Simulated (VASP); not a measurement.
**Energy against moment in Al2Cu (Khatyrkite)**

What does it cost to change the moment of Al2Cu (Khatyrkite)? The start is a cell from a database of measured crystal structures.

Main program and level: VASP 6.6.1; PBE, spin-polarised from a ferromagnetic start; plane waves and PAW (Cu, Al), in the first sound run; inputs show where later runs differ.

## (1) The starting structure

It takes space group I4/mcm (No. 140, tetragonal). The conventional cell has a = 6.067 Å, b = 6.067 Å, c = 4.877 Å, α = 90.00°, β = 90.00°, γ = 90.00°. Cu has 2 Cu at 2.44 Å and 8 Al at 2.59 Å nearest. Nearest to Al lie 4 Cu at 2.59 Å and 1 Al at 2.71 Å. Farther neighbours are not listed.

As a file:

```cif
data_structure
_symmetry_space_group_name_H-M 'I4/mcm'
_symmetry_Int_Tables_number 140
_cell_length_a 6.0670
_cell_length_b 6.0670
_cell_length_c 4.8770
_cell_angle_alpha 90.000
_cell_angle_beta 90.000
_cell_angle_gamma 90.000
_cell_volume 179.52
loop_
_atom_site_label
_atom_site_type_symbol
_atom_site_symmetry_multiplicity
_atom_site_Wyckoff_symbol
_atom_site_fract_x
_atom_site_fract_y
_atom_site_fract_z
_atom_site_occupancy
Cu1 Cu 4 a 0.00000 0.00000 0.75000 1
Al1 Al 8 h 0.15810 0.34190 0.50000 1
```

## (2) Free moment

The unconstrained run shows the moment that this start leads to, and gives an energy to count from.

Contents of INCAR:

```
SYSTEM = Al2Cu
PREC = Accurate
ENCUT = 360
EDIFF = 1E-06
NELM = 150
ISMEAR = 1
SIGMA = 0.1
LREAL = .FALSE.
ALGO = Normal
GGA = PE
NBANDS = 26
ISPIN = 2
MAGMOM = 0.6 0.6 0 0 0 0
LASPH = .TRUE.
LMAXMIX = 4
LORBIT = 11
LWAVE = .FALSE.
LCHARG = .FALSE.
AMIX = 0.2
BMIX = 1E-04
AMIX_MAG = 0.8
BMIX_MAG = 1E-04
NEDOS = 1500
```

Contents of POSCAR:

```
Al2Cu
1.0
   -3.0335000000      3.0335000000      2.4385000000
    3.0335000000     -3.0335000000      2.4385000000
    3.0335000000      3.0335000000     -2.4385000000
Cu Al
2 4
Direct
    0.2500000000      0.2500000000      0.0000000000
    0.7500000000      0.7500000000      0.0000000000
    0.3419000000      0.1581000000      0.5000000000
    0.8419000000      0.3419000000      0.1838000000
    0.6581000000      0.8419000000      0.5000000000
    0.1581000000      0.6581000000      0.8162000000
```

Contents of KPOINTS:

```
Automatic mesh
0
Gamma
7 7 7
0 0 0
```

Potentials, in the order of the species: Cu and Al (PBE family, release 64).

Launch:

```sh
> mpirun -np 1 vasp_std
```

The program printed:

```text
[banner, memory and clock lines left out]
running    1 mpi-ranks, on    1 nodes
 distrk:  each k-point on    1 cores,    1 groups
 distr:  one band on    1 cores,    1 groups

 POSCAR found type information on POSCAR CuAl
 POSCAR found :  2 types and       6 ions
 LDA part: xc-table for (Slater+PW92), standard interpolation
 POSCAR, INCAR and KPOINTS ok, starting setup
 FFT: planning ... GRIDC
 FFT: planning ... GRID_SOFT
 FFT: planning ... GRID
 WAVECAR not read
 entering main loop
       N       E                     dE             d eps       ncg     rms          rms(c)
DAV:   1     0.159720985242E+03    0.15972E+03   -0.10501E+04  4168   0.107E+03
DAV:   2    -0.189907649904E+02   -0.17871E+03   -0.16618E+03  4190   0.249E+02
DAV:   3    -0.277089133644E+02   -0.87181E+01   -0.82833E+01  5378   0.741E+01
DAV:   4    -0.279524881311E+02   -0.24357E+00   -0.24243E+00  6138   0.106E+01
DAV:   5    -0.279570083230E+02   -0.45202E-02   -0.45194E-02  5918   0.140E+00    0.218E+01
DAV:   6    -0.251754681269E+02    0.27815E+01   -0.40035E+01  5604   0.156E+02    0.818E+00
DAV:   7    -0.236448270005E+02    0.15306E+01   -0.49817E+00  5844   0.525E+01    0.274E+00
DAV:   8    -0.235952741615E+02    0.49553E-01   -0.22529E+00  6348   0.343E+01    0.385E+00
DAV:   9    -0.234057574753E+02    0.18952E+00   -0.77694E-01  5636   0.231E+01    0.784E-01
DAV:  10    -0.233997368748E+02    0.60206E-02   -0.35511E-02  5642   0.189E+00    0.381E-01
DAV:  11    -0.233990206636E+02    0.71621E-03   -0.98283E-03  5666   0.256E+00    0.199E-01
DAV:  12    -0.233985631516E+02    0.45751E-03   -0.13403E-03  6596   0.567E-01    0.699E-02
DAV:  13    -0.233984818922E+02    0.81259E-04   -0.27321E-04  6670   0.304E-01    0.297E-02
DAV:  14    -0.233984830573E+02   -0.11651E-05   -0.48432E-05  5844   0.572E-02    0.100E-02
DAV:  15    -0.233984856226E+02   -0.25653E-05   -0.64022E-06  5546   0.599E-02    0.858E-03
DAV:  16    -0.233984841284E+02    0.14942E-05   -0.52288E-06  5472   0.606E-02    0.164E-03
DAV:  17    -0.233984841595E+02   -0.31076E-07   -0.22429E-07  2466   0.817E-03
   1 F= -.23398484E+02 E0= -.23398535E+02  d E =0.153727E-03  mag=     0.0000
```

Wall time 2 min (1 MPI rank of AMD EPYC 7R43, shared host); peak memory 0.22 GiB.

The logs omit lines about the potential files and the build; timing stands in the text.

Parts of OUTCAR (step 2):

```text
ion  position               nearest neighbor table
   1  0.250  0.250  0.000-   2 2.44   2 2.44   6 2.59   4 2.59   6 2.59   4 2.59   3 2.59   3 2.59
                             5 2.59   5 2.59
   2  0.750  0.750  0.000-   1 2.44   1 2.44   6 2.59   4 2.59   6 2.59   4 2.59   5 2.59   5 2.59
                             3 2.59   3 2.59
   3  0.342  0.158  0.500-   1 2.59   1 2.59   2 2.59   2 2.59   5 2.71   5 2.90   5 2.90   6 3.10
                             4 3.10   6 3.10   4 3.10   6 3.23   4 3.23   4 3.23   6 3.23
   4  0.842  0.342  0.184-   1 2.59   2 2.59   2 2.59   1 2.59   6 2.71   6 2.90   6 2.90   3 3.10
                             5 3.10   3 3.10   5 3.10   3 3.23   5 3.23   3 3.23   5 3.23
   5  0.658  0.842  0.500-   2 2.59   2 2.59   1 2.59   1 2.59   3 2.71   3 2.90   3 2.90   6 3.10
                             4 3.10   6 3.10   4 3.10   6 3.23   4 3.23   6 3.23   4 3.23
   6  0.158  0.658  0.816-   1 2.59   2 2.59   2 2.59   1 2.59   4 2.71   4 2.90   4 2.90   3 3.10
                             5 3.10   5 3.10   3 3.10   3 3.23   5 3.23   3 3.23   5 3.23

  LATTYP: Found a body centered tetragonal cell.
 ALAT       =     6.0670000000
 C/A-ratio  =     0.8038569309

 Subroutine GETGRP returns: Found 16 space group operations
 (whereof  8 operations were pure point group operations)

The static configuration has the point symmetry C_4h.
 The point group associated with its full space group is D_4h.

 Found     40 irreducible k-points:

   k-points           NKPTS =     40   k-points in BZ     NKDIM =     40   number of bands    NBANDS=     26

   dimension x,y,z NGX =    32 NGY =   32 NGZ =   32
   dimension x,y,z NGXF=    64 NGYF=   64 NGZF=   64

   ENCUT  =  360.0 eV  26.46 Ry    5.14 a.u.   7.63  7.63  7.63*2*pi/ulx,y,z

   NELECT =      34.0000    total number of electrons

 k-points in reciprocal lattice and weights: Automatic mesh
   0.00000000  0.00000000  0.00000000       0.003
   0.14285714  0.00000000  0.00000000       0.023
   0.28571429  0.00000000  0.00000000       0.023
   0.42857143 -0.00000000  0.00000000       0.023
   0.14285714  0.14285714  0.00000000       0.023
   0.28571429  0.14285714  0.00000000       0.047
   0.42857143  0.14285714  0.00000000       0.047
  -0.42857143  0.14285714 -0.00000000       0.047
  -0.28571429  0.14285714 -0.00000000       0.047
[...]
-0.42857143  0.42857143  0.42857143       0.012
  -0.42857143 -0.42857143  0.42857143       0.006

 average (electrostatic) potential at core
       1 -64.4100       2 -64.4100       3 -72.6341       4 -72.6341       5 -72.6341
       6 -72.6341

 E-fermi :   8.0452

 spin component 1
 k-point     1 :       0.0000    0.0000    0.0000
  band No.  band energies     occupation
    ...
     16       6.7589      1.00000
     17       6.7589      1.00000
     18       7.0984      1.00000
     19       7.5400      1.00000
     20       7.9767      0.95456
     21       9.3447     -0.00000
     22       9.3447     -0.00000
     23       9.6032     -0.00000
     24      13.1632      0.00000
     25      13.1632      0.00000
    ...

 k-point     2 :       0.1429    0.0000    0.0000
  band No.  band energies     occupation
    ...
     15       6.1245      1.00000
     16       6.2852      1.00000
     17       6.7907      1.00000
     18       7.0376      1.00000
     19       7.7594      1.00020
     20       9.1617     -0.00000
     21      10.1706      0.00000
     22      10.2455      0.00000
     23      11.2566      0.00000
     24      11.7207      0.00000
    ...

 k-point     3 :       0.2857    0.0000    0.0000
  band No.  band energies     occupation
    ...
     13       4.8514      1.00000
     14       5.2725      1.00000
     15       5.3485      1.00000
     16       5.6964      1.00000
     17       7.3428      1.00000
     18       8.1596     -0.03436
     19       9.0532     -0.00000
     20      10.2063      0.00000
     21      10.5148      0.00000
     22      12.1610      0.00000
    ...

 k-point     4 :       0.4286   -0.0000    0.0000
  band No.  band energies     occupation
    ...
     13       4.8210      1.00000
     14       4.9513      1.00000
     15       5.3151      1.00000
     16       5.4065      1.00000
     17       7.8444      1.00779
     18       8.4387     -0.00000
     19      10.8866      0.00000
     20      11.2034      0.00000
     21      11.5780      0.00000
     22      13.1124      0.00000
    ...

 k-point     5 :       0.1429    0.1429    0.0000
  band No.  band energies     occupation
    ...
     14       4.9303      1.00000
     15       6.1344      1.00000
     16       6.2455      1.00000
     17       6.3405      1.00000
     18       6.9276      1.00000
     19       8.7012     -0.00000
     20      10.7313      0.00000
     21      11.2863      0.00000
     22      12.0209      0.00000
     23      12.1913      0.00000
    ...

 k-point     6 :       0.2857    0.1429    0.0000
  band No.  band energies     occupation
    ...
     13       4.5245      1.00000
     14       4.8325      1.00000
     15       5.7385      1.00000
     16       6.3935      1.00000
     17       6.6270      1.00000
     18       8.2700     -0.00331
     19      10.1761      0.00000
     20      11.1821      0.00000
     21      12.2184      0.00000
     22      12.6251      0.00000
    ...

  Total       -0.2019320     -0.2019320      0.1374949      0.0000000     -0.0000000      0.0000000
  in kB       -3.6044997     -3.6044997      2.4542935      0.0000000     -0.0000000      0.0000000
  external PRESSURE =      -1.5849020 kB  Pullay stress =       0.0000000 kB

  energy-cutoff  :      360.00
  volume of cell :       89.76
      direct lattice vectors                 reciprocal lattice vectors
    -3.033500000  3.033500000  2.438500000     0.000000000  0.164826108  0.205044084
     3.033500000 -3.033500000  2.438500000     0.164826108  0.000000000  0.205044084
     3.033500000  3.033500000 -2.438500000     0.164826108  0.164826108  0.000000000

 POSITION                                       TOTAL-FORCE (eV/Angst)
 -----------------------------------------------------------------------------------
      0.00000      0.00000      1.21925         0.000000     -0.000000      0.000000
      0.00000      0.00000      3.65775         0.000000      0.000000      0.000000
      0.95919      2.07431      0.00000         0.001116     -0.001116      0.000000
     -0.95919      2.07431      2.43850        -0.001116     -0.001116      0.000000
      2.07431      0.95919      2.43850        -0.001116      0.001116      0.000000
      3.99269      0.95919     -0.00000         0.001116      0.001116     -0.000000
 -----------------------------------------------------------------------------------
    total drift:                               -0.000000     -0.000000     -0.000000

  FREE ENERGIE OF THE ION-ELECTRON SYSTEM (eV)
  ---------------------------------------------------
  free  energy   TOTEN  =       -23.3984841595 eV

  energy  without entropy=      -23.3986378865  energy(sigma->0) =      -23.39853540

 total charge
# of ion       s       p       d       tot
------------------------------------------
    1        0.491   0.511   9.117  10.119
    2        0.491   0.511   9.117  10.119
    3        0.422   0.337   0.000   0.758
    4        0.422   0.337   0.000   0.758
    5        0.422   0.337   0.000   0.758
    6        0.422   0.337   0.000   0.758
--------------------------------------------------
tot          2.669   2.369  18.233  23.271

 magnetization (x)
# of ion       s       p       d       tot
------------------------------------------
    1       -0.000  -0.000   0.000   0.000
    2       -0.000  -0.000   0.000   0.000
    3       -0.000  -0.000   0.000  -0.000
    4       -0.000  -0.000   0.000  -0.000
    5       -0.000  -0.000   0.000  -0.000
    6       -0.000  -0.000   0.000  -0.000
--------------------------------------------------
tot         -0.000  -0.000   0.000   0.000

[... 5 further parts left out ...]
```

Numbers from this step:

```yaml
electronic_cycles: 17
electrons: 34
free_energy_toten: -23.40 eV
energy_at_zero_smearing: -23.40 eV
fermi_energy: 8.045 eV
labelled_metallic_from_the_levels_on_this_mesh: yes
dos_at_the_fermi_level: 1.156 states/eV/cell
```

The spin moment in the PAW sphere vanishes on all atoms.

The density of states has structure finer than the step of the table below, so its rows give means over 0.5 eV, whole bins alone (the curve runs from -11.8 to 5.67 eV). Peaks (eV: height): total -4.14: 21.9, -3.29: 11.6, 3.25: 4.80, 5.17: 4.63; Cu s -8.69: 0.308, -4.99: 0.225, -4.63: 0.226, 1.76: 0.218; Cu p -3.57: 0.257, -1.94: 0.283, 0.27: 0.301, 5.17: 0.294; Cu d -4.14: 18.8, -3.29: 9.28; Al s -8.69: 0.406, -5.42: 0.498, 2.19: 0.441, 3.82: 0.402.

Means over bins of 0.071 eV. Table of density of states by energy, zero at the Fermi level; means over each step; values in states/eV/cell:

| energy (eV) | total | Cu s | Cu p | Cu d | Al s | Al p |
| --- | --- | --- | --- | --- | --- | --- |
| -11.5 | 0 | 0 | 0 | 0 | 0 | 0 |
| -11.0 | 0.0128 | 0.00182 | 0 | 0 | 0.00255 | 0 |
| -10.5 | 0.351 | 0.0511 | 0.00183 | 0 | 0.0700 | 0.00222 |
| -10.0 | 0.493 | 0.0672 | 0.00482 | 1.7e-4 | 0.0929 | 0.00550 |
| -9.5 | 0.946 | 0.126 | 0.0162 | 0.00262 | 0.175 | 0.0190 |
| -9.0 | 0.578 | 0.0787 | 0.0122 | 0.00371 | 0.100 | 0.0162 |
| -8.5 | 1.24 | 0.142 | 0.0359 | 0.0123 | 0.214 | 0.0405 |
| -8.0 | 0.797 | 0.0846 | 0.0274 | 0.0144 | 0.132 | 0.0311 |
| -7.5 | 1.71 | 0.156 | 0.0673 | 0.0547 | 0.273 | 0.0765 |
| -7.0 | 1.24 | 0.101 | 0.0526 | 0.0751 | 0.184 | 0.0617 |
| -6.5 | 1.80 | 0.133 | 0.0820 | 0.178 | 0.243 | 0.0961 |
| -6.0 | 2.08 | 0.110 | 0.0898 | 0.393 | 0.254 | 0.107 |
| -5.5 | 3.57 | 0.118 | 0.0969 | 1.52 | 0.295 | 0.135 |
| -5.0 | 6.46 | 0.161 | 0.0823 | 4.36 | 0.195 | 0.162 |
| -4.5 | 8.83 | 0.158 | 0.0972 | 6.73 | 0.0954 | 0.205 |
| -4.0 | 14.3 | 0.107 | 0.167 | 12.0 | 0.0752 | 0.208 |
| -3.5 | 7.93 | 0.0479 | 0.182 | 6.41 | 0.120 | 0.128 |
| -3.0 | 3.83 | 0.0610 | 0.174 | 2.12 | 0.143 | 0.183 |
| -2.5 | 2.15 | 0.0357 | 0.138 | 0.776 | 0.116 | 0.160 |
| -2.0 | 2.59 | 0.0697 | 0.194 | 0.640 | 0.126 | 0.247 |
| -1.5 | 2.09 | 0.0408 | 0.163 | 0.440 | 0.117 | 0.217 |
| -1.0 | 2.24 | 0.0517 | 0.164 | 0.322 | 0.136 | 0.273 |
| -0.5 | 2.43 | 0.0573 | 0.162 | 0.361 | 0.192 | 0.277 |
| 0.0 | 1.64 | 0.0424 | 0.142 | 0.196 | 0.0980 | 0.194 |
| 0.5 | 2.09 | 0.0400 | 0.148 | 0.235 | 0.139 | 0.270 |
| 1.0 | 1.60 | 0.0305 | 0.0811 | 0.204 | 0.126 | 0.180 |
| 1.5 | 1.28 | 0.0796 | 0.0705 | 0.160 | 0.0866 | 0.124 |
| 2.0 | 3.17 | 0.121 | 0.150 | 0.348 | 0.275 | 0.337 |
| 2.5 | 2.73 | 0.119 | 0.173 | 0.274 | 0.210 | 0.283 |
| 3.0 | 2.18 | 0.0927 | 0.121 | 0.195 | 0.172 | 0.236 |
| 3.5 | 2.61 | 0.0764 | 0.144 | 0.207 | 0.242 | 0.317 |
| 4.0 | 2.74 | 0.0996 | 0.146 | 0.185 | 0.224 | 0.334 |
| 4.5 | 2.62 | 0.0692 | 0.170 | 0.190 | 0.188 | 0.349 |
| 5.0 | 2.78 | 0.0946 | 0.169 | 0.162 | 0.191 | 0.365 |

The density of states is cut at 5.7 eV, since the bands computed begin to run out above.

(Continued in part 2 of 3.)

[Lines on the potential files, build, host, timing and source positions are cut from VASP's logs without a mark.]

[Logs are printed without paths, hosts, clocks, repeated set-up lines and the standing remarks that a program may print on its own settings, such as how far it seeks lower states.]

[Hosts, paths, dates, database ids (printed as entryN), source tags and the programs' standing remarks are cut or masked in the printed files.]

[In band tables of VASP the shares of atoms and orbitals are scaled to a sum of 1 inside the atoms' spheres.]

[Runs that stopped without an error message from VASP are left out.]
